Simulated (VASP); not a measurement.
# What goes wrong when the gap of SnSe2 is computed with a bad input, part 2 of 2

Aim: see how common mistakes in a band-structure run show up, on SnSe2. The starting structure is a measured crystal structure from the Crystallography Open Database. Cell and atoms stay as given unless a step says otherwise.

VASP 6.6.1.

Results so far: reference 0.590 eV; one electron missing no gap to read.

## 5. Bands with a cutoff far too low

Level of this step: LDA; plane waves and PAW (Sn_d, Se) (VASP).

A slip made on purpose: a cutoff far too low. Against step 2 the input has ENCUT = 110 (also changed: NELM).

File INCAR:

```
SYSTEM = SnSe2
PREC = Accurate
ENCUT = 110
EDIFF = 1E-06
NELM = 60
ISMEAR = 0
SIGMA = 0.03
LREAL = .FALSE.
ALGO = Normal
GGA = CA
NBANDS = 26
LORBIT = 11
LWAVE = .FALSE.
LCHARG = .FALSE.
KPAR = 4
```

File POSCAR:

```
SnSe2
1.0
    3.8108000000      0.0000000000      0.0000000000
   -1.9054000000      3.3002496087      0.0000000000
    0.0000000000      0.0000000000      6.1410000000
Sn Se
1 2
Direct
    0.0000000000      0.0000000000      0.0000000000
    0.6666666667      0.3333333333      0.7508000000
    0.3333333333      0.6666666667      0.2492000000
```

File KPOINTS:

```
Automatic mesh
0
Gamma
6 6 4
0 0 0
```

File KPOINTS_OPT:

```
Line mode
10
Line-mode
Reciprocal
  0.00000000   0.00000000   0.00000000 GAMMA
  0.50000000   0.00000000   0.00000000 M

  0.50000000   0.00000000   0.00000000 M
  0.33333333   0.33333333   0.00000000 K

  0.33333333   0.33333333   0.00000000 K
  0.00000000   0.00000000   0.00000000 GAMMA

  0.00000000   0.00000000   0.00000000 GAMMA
  0.00000000   0.00000000   0.50000000 A

  0.00000000   0.00000000   0.50000000 A
  0.50000000   0.00000000   0.50000000 L

  0.50000000   0.00000000   0.50000000 L
  0.33333333   0.33333333   0.50000000 H

  0.33333333   0.33333333   0.50000000 H
  0.00000000   0.00000000   0.50000000 A

  0.50000000   0.00000000   0.50000000 L
  0.50000000   0.00000000   0.00000000 M

  0.33333333   0.33333333   0.00000000 K
  0.33333333   0.33333333   0.50000000 H
```

PAW data sets: Sn_d and Se (LDA family, release 64).

Launch:

```console
> mpirun -np 4 vasp_std
```

The log of the run:

```text
[... set-up lines as in an earlier step ...]
 entering main loop
       N       E                     dE             d eps       ncg     rms          rms(c)
DAV:   1     0.878540820571E+02    0.87854E+02   -0.56087E+03  1506   0.262E+02
DAV:   2     0.279902382983E+02   -0.59864E+02   -0.58610E+02  1554   0.104E+02
DAV:   3     0.268281626527E+02   -0.11621E+01   -0.11589E+01  1440   0.138E+01
DAV:   4     0.268259002077E+02   -0.22624E-02   -0.22623E-02  1520   0.663E-01
[...]
DAV:  11     0.370484854168E+02    0.87344E-04   -0.44037E-04  1378   0.916E-02    0.263E-02
DAV:  12     0.370484867074E+02    0.12905E-05   -0.17470E-05  1496   0.154E-02    0.873E-03
DAV:  13     0.370484873574E+02    0.65002E-06   -0.23193E-06  1350   0.541E-03
   1 F= 0.37048487E+02 E0= 0.37048978E+02  d E =-.980728E-03
 Start KPOINTS_OPT (optional k-point list driver)
k-point batch [1-24\90]
       N       E                     dE             ncg
DAV:   1    -0.360769080628E+04   -0.11210E+05     1546
DAV:   2    -0.504695410472E+04   -0.14393E+04     1588
DAV:   3    -0.507807292898E+04   -0.31119E+02     1408
DAV:   4    -0.507815555466E+04   -0.82626E-01     1558
DAV:   5    -0.507815578010E+04   -0.22544E-03     1410
DAV:   6    -0.507815578106E+04   -0.96056E-06     1366
[...]
k-point batch [73-90\90]
       N       E                     dE             ncg
DAV:   1    -0.136331679409E+04   -0.10219E+05     1146
DAV:   2    -0.247366875855E+04   -0.11104E+04     1168
DAV:   3    -0.249828404717E+04   -0.24615E+02     1086
DAV:   4    -0.249835182907E+04   -0.67782E-01     1128
DAV:   5    -0.249835200748E+04   -0.17841E-03     1098
DAV:   6    -0.249835200809E+04   -0.60993E-06      978
```

Run time: 6.4 s. Hardware: 4 MPI ranks of Intel Xeon Platinum 8375C at 2.90GHz (Ice Lake), shared host; peak memory 0.45 GiB.

From OUTCAR (step 5):

```text
  Total     -288.8350190   -288.8350190   -288.8386409      0.0000000      0.0000000     -0.0000000
  in kB    -5991.8148797  -5991.8148795  -5991.8900163      0.0000000      0.0000000     -0.0000000
  external PRESSURE =   -5991.8399252 kB  Pullay stress =       0.0000000 kB

 POSITION                                       TOTAL-FORCE (eV/Angst)
 -----------------------------------------------------------------------------------
      0.00000      0.00000      0.00000         0.000000      0.000000      0.000000
      1.90540      1.10008      4.61066        -0.000000      0.000000      0.179478
     -0.00000      2.20017      1.53034         0.000000     -0.000000     -0.179478
 -----------------------------------------------------------------------------------
    total drift:                               -0.000000     -0.000000     -0.000000

  FREE ENERGIE OF THE ION-ELECTRON SYSTEM (eV)
  ---------------------------------------------------
  free  energy   TOTEN  =        37.0484873574 eV

  energy  without entropy=       37.0494680854  energy(sigma->0) =       37.04897772

[... 1 part as in an earlier step ...]

[... 2 further parts left out ...]
[key lines of the parts left out:]
E-fermi :   4.2206
```

With a cutoff far too low there is no gap to read, since by its occupations the run counts as a metal (its levels may still leave one).

## 6. Bands with a k mesh far too coarse and no band path

A slip made on purpose: a k mesh far too coarse and no band path. Against step 2 the input has a 3×3×3 mesh and no band path (also changed: NELM, NBANDS, KPAR and NCORE).

File INCAR:

```
SYSTEM = SnSe2
PREC = Accurate
ENCUT = 350
EDIFF = 1E-06
NELM = 60
ISMEAR = 0
SIGMA = 0.03
LREAL = .FALSE.
ALGO = Normal
GGA = CA
NBANDS = 19
LORBIT = 11
LWAVE = .FALSE.
LCHARG = .FALSE.
KPAR = 2
NCORE = 2
```

POSCAR is that of step 5.

File KPOINTS:

```
Automatic mesh
0
Gamma
3 3 3
0 0 0
```

Launch:

```console
> mpirun -np 4 vasp_std
```

The log of the run:

```text
[banner, memory and clock lines left out]
running    4 mpi-ranks, on    1 nodes
[...]
LDA part: xc-table for (Slater(with rela. corr.)+CA(PZ))
 , standard interpolation
 POSCAR, INCAR and KPOINTS ok, starting setup
[...]
entering main loop
       N       E                     dE             d eps       ncg     rms          rms(c)
DAV:   1     0.173325423798E+03    0.17333E+03   -0.10015E+04   266   0.125E+03
DAV:   2     0.334791286452E+01   -0.16998E+03   -0.16538E+03   296   0.305E+02
DAV:   3    -0.132041492614E+02   -0.16552E+02   -0.16246E+02   345   0.992E+01
DAV:   4    -0.136865640918E+02   -0.48241E+00   -0.48181E+00   307   0.178E+01
[...]
DAV:  10    -0.133263175806E+02    0.33160E-05   -0.11412E-04   332   0.709E-02    0.326E-02
DAV:  11    -0.133263229339E+02   -0.53534E-05   -0.11499E-05   289   0.205E-02    0.471E-03
DAV:  12    -0.133263226440E+02    0.28992E-06   -0.11514E-06   204   0.692E-03
   1 F= -.13326323E+02 E0= -.13326323E+02  d E =-.148845E-24
```

The job ended after 4 s (4 MPI ranks; peak memory 0.5 GiB; 12 s of CPU time).

Parts of OUTCAR (step 6):

```text
  Total        1.4540160      1.4540160      0.0255729      0.0000000      0.0000000     -0.0000000
  in kB       30.1632217     30.1632217      0.5305037      0.0000000      0.0000000     -0.0000000
  external PRESSURE =      20.2856490 kB  Pullay stress =       0.0000000 kB

 POSITION                                       TOTAL-FORCE (eV/Angst)
 -----------------------------------------------------------------------------------
      0.00000      0.00000      0.00000         0.000000      0.000000     -0.000000
      1.90540      1.10008      4.61066        -0.000000      0.000000     -0.307929
     -0.00000      2.20017      1.53034         0.000000     -0.000000      0.307929
 -----------------------------------------------------------------------------------
    total drift:                                0.000000      0.000000     -0.000000

  FREE ENERGIE OF THE ION-ELECTRON SYSTEM (eV)
  ---------------------------------------------------
  free  energy   TOTEN  =       -13.3263226440 eV

  energy  without entropy=      -13.3263226440  energy(sigma->0) =      -13.32632264

[... 1 part as in an earlier step ...]

[... 2 further parts left out ...]
[key lines of the parts left out:]
E-fermi :   4.3498
```

With a k mesh far too coarse and no band path the gap is 0.877 eV, +0.286 eV from the reference, read on the mesh alone.

## 7. The runs compared

```csv
run,ended,gap (eV),change (eV),core minutes
reference,converged,0.59,-,1.67
too few electronic steps,not converged,-,-,0.827
one electron missing,converged,none,-,1.6
a cutoff far too low,converged,none,-,0.427
a k mesh far too coarse and no band path,converged,0.877,0.286,0.267
```

Core minutes are wall time times ranks of the run shown, on a shared host.

## 8. Outcome

* reference gap: 0.590 eV
* gap with one electron missing: none to read from the occupations
* gap with a cutoff far too low: none to read from the occupations
* gap with a k mesh far too coarse and no band path: 0.877 eV
* run with too few electronic steps: not converged

**Reading.** The run with too few electronic steps didn't converge. Finished, but with signs in the output that stand out against the reference: one electron missing, with no gap to read, since by its occupations the run counts as a metal (its levels may still leave one) (signs: a warning on the charge density, a stress of up to 21.7 GPa and forces of up to 0.89 eV/Å); a cutoff far too low, with no gap to read, since by its occupations the run counts as a metal (its levels may still leave one) (signs: a stress of up to 599.2 GPa); a k mesh far too coarse and no band path, with the gap changed by +0.29 eV (signs: a stress of up to 3.0 GPa). Further runs on this material are not shown.

[Lines on the potential files, build, host, timing and source positions are cut from VASP's logs without a mark.]

[Logs are printed without paths, hosts, clocks, repeated set-up lines and the standing remarks that a program may print on its own settings, such as how far it seeks lower states.]

[Hosts, paths, dates, database ids (printed as entryN), source tags and the programs' standing remarks are cut or masked in the printed files.]
